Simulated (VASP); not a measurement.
Here is a VASP 6.6.1 calculation.

Contents of INCAR:

```
ALGO     = Normal         # electronic algorithm
EDIFF    = 1E-6           # SCF threshold, eV
ENCUT    = 520            # plane-wave cutoff, eV
ISIF     = 2              # what is computed and relaxed
ISMEAR   = -1             # smearing method
LASPH    = T              # aspherical terms in the spheres
LCHARG   = F              # write CHGCAR
LREAL    = F              # projectors in reciprocal space
LWAVE    = F              # write WAVECAR
NBANDS   = 18             # bands
NELM     = 100            # most SCF steps
PREC     = Accurate       # precision mode
SIGMA    = 0.1            # smearing width, eV
```

File KPOINTS:

```
k-points
0
Gamma
  8 8 6
```

POSCAR

```
CuAu
1.0
    2.8107494600      0.0000000000      0.0000000000
    0.0000000000      2.8107494600      0.0000000000
    0.0000000000      0.0000000000      3.6850000000
Cu Au
1 1
Direct
    0.5000000000      0.5000000000      0.5000000000
    0.0000000000      0.0000000000      0.0000000000
```

Potentials or basis: VASP PAW LDA potentials, release 64 (Cu, Au).

Launch:

```console
$ cat potpaw_LDA.64/Cu/POTCAR potpaw_LDA.64/Au/POTCAR > POTCAR
$ mpirun -np 1 vasp_std > vasp.out
```

Q: Predict the band gap on the k mesh.

A: None (metal or under the smearing width).

Q: What does it give for the pressure?

A: -8.1 GPa.

Stress tensor (GPa, compression positive):
```
-7.50  0.00  0.00
 0.00 -7.50  0.00
 0.00  0.00 -9.35
```

Spin-orbit coupling is left out, which matters for the levels of Au.
